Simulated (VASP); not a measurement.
```
AlRu
1.0
    1.42246     0.82125     3.92515
   -1.42246     0.82125     3.92515
    0.00000    -1.64251     3.92515
Al Ru
1 1
Direct
  0.00000   0.00000   0.00000
  0.50000   0.50000   0.50000
```

These are PBEsol GGA, VASP's PBE PAW potentials (set 64) (plane waves; VASP 6.6.1) values and carry that method's errors. Settings: 400 eV cut-off, Gaussian smearing of 0.050 eV, potentials Al Ru_pv.

Give the energies of bands 4 to 11 at the high-symmetry points, in eV from the Fermi level.

| band | Γ | T | H2 | L | S0 | F |
|---|---|---|---|---|---|---|
| 4 | -10.15 | -8.16 | -4.66 | -5.69 | -4.57 | -5.98 |
| 5 | -4.32 | -6.45 | -3.69 | -4.65 | -3.61 | -4.36 |
| 6 | -1.81 | -2.28 | -3.37 | -3.26 | -3.47 | -3.07 |
| 7 | -1.81 | -1.83 | -2.76 | -2.71 | -2.81 | -1.82 |
| 8 | -0.37 | -1.83 | -1.67 | -1.18 | -1.87 | -0.77 |
| 9 | -0.18 | 0.02 | 0.51 | 1.51 | 0.72 | 0.78 |
| 10 | -0.18 | 0.02 | 2.87 | 3.42 | 2.50 | 1.51 |
| 11 | 6.38 | 9.28 | 3.67 | 3.99 | 4.06 | 4.08 |

It has no gap at this level: it comes out as a metal or semimetal.

The structure was generated: AlRu was put into the CuPt type (R-3m), which need not be its known phase. It was relaxed first, which changed the volume by +7 %. The electron count is odd and the run is not spin-polarised, which forces a metal.
